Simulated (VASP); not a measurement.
Data:

```
CELL_PARAMETERS angstrom
      0.00000     3.48792     3.48792
      3.48792     0.00000     3.48792
      3.48792     3.48792     0.00000
ATOMIC_POSITIONS crystal
  Ba 0.00000 0.00000 0.00000
  S  0.25000 0.25000 0.25000
```

Method: PBEsol GGA, VASP's PBE PAW potentials (set 64) (plane waves; VASP). Run with 400 eV cut-off, Gaussian smearing of 0.050 eV, potentials Ba_sv S.

Unless said otherwise, spin-orbit coupling is left out, though it shifts the bands of the heavy elements here.

Problem. Give the energies of bands 6 to 11 at the high-symmetry points, in eV from the valence-band maximum.

Solution. 
```
band      Γ      X      U      L      W
----  -----  -----  -----  -----  -----
6     -0.74  -1.17  -0.89  -0.64  -0.65
7     -0.74  -0.01  -0.20  -0.46  -0.56
8     -0.74  -0.01  -0.15  -0.46   0.00
9      2.66   3.37   3.33   4.41   3.32
10     5.03   4.51   4.59   5.23   4.24
11     5.03   6.33   5.33   5.23   5.92
```

The gap is indirect, 2.66 eV, from the valence maximum at W to the conduction minimum at Γ.

The structure was generated: BaS was put into the zinc blende type (F-43m), which need not be its known phase. It was relaxed first, which changed the volume by -16 %.
